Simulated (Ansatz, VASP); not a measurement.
# Two plane-wave programs on CdSiN2

File INCAR:

```
SYSTEM = CdSiN2
PREC = Accurate
ENCUT = 520
EDIFF = 1E-6
ISMEAR = -1
SIGMA = 0.02
LREAL = .False.
LASPH = .True.
NELM = 100
ALGO = Normal
ISIF = 2
LWAVE = .False.
LCHARG = .False.
GGA = PE
NBANDS = 21
```

Contents of KPOINTS:

```
regular mesh
0
Gamma
  8 8 6
  0 0 0
```

Contents of POSCAR:

```
CdSiN2
1.0
    3.1480664100      0.0000000000      0.0000000000
    0.0000000000      3.1480664100      0.0000000000
    0.0000000000      0.0000000000      5.1102333328
Cd N Si
1 2 1
Direct
    0.0000000000      0.0000000000      0.0000000000
    0.0000000000      0.5000000000      0.3225100448
    0.5000000000      0.0000000000      0.6774899552
    0.5000000000      0.5000000000      0.5000000000
```

Input for Ansatz:

```yaml
crystal:
  lattice:
    - [3.14806641, 0.0, 0.0]
    - [0.0, 3.14806641, 0.0]
    - [0.0, 0.0, 5.1102333328]
  atoms:
    - { symbol: Cd, position: [0.0, 0.0, 0.0] }
    - { symbol: "N", position: [0.0, 0.5, 0.3225100448] }
    - { symbol: Si, position: [0.5, 0.5, 0.5] }
    - { symbol: "N", position: [0.5, 0.0, 0.6774899552] }
kpoints:
  mp_grid: { grid: [8, 8, 6] }
  band_path:
    path:
      - [0.0, 0.0, 0.0]
      - [0.0, 0.5, 0.0]
      - [0.5, 0.5, 0.0]
      - [0.0, 0.0, 0.5]
      - [0.0, 0.5, 0.5]
      - [0.5, 0.5, 0.5]
    npoints: 1
hamiltonian:
  xc: pbe
scf:
  occupations: { method: fermi_dirac, width: 0.02 }
  n_extra_bands: 5
output:
  forces: true
  stress: true
  eigenvalues: true
```

Change from the starting cell: biaxial_xy strain +3.8%.

Alike in both runs: task single point; functional PBE; k mesh 8 × 8 × 6; occupations fermi-dirac, width 0.02 eV; no spin polarisation.

|  | VASP | Ansatz |
| --- | --- | --- |
| version | VASP 6.6.1 | Ansatz 0.2.0 |
| potentials or method | VASP PAW PBE potentials, release 64 (Cd, N, Si) | plane waves, PAW |
| plane-wave cutoff (eV) | 520 | 420 |
| valence electrons in the cell | 26 | 34 |

|  | VASP | Ansatz | Ansatz less VASP |
| --- | --- | --- | --- |
| gap on the k mesh at the Fermi level (eV) | 0.83 | 0.81 | -0.020 |
| pressure (GPa) | -7.0 | -7.6 | -0.52 |
| largest component of the traceless stress (GPa) | 3.18 | 2.89 | -0.284 |
| rms of the force components (eV/Å) | 0.008 | 0.027 | +0.0194 |

The two sets of potentials don't hold the same shells in valence.

A k mesh can miss the band edges.
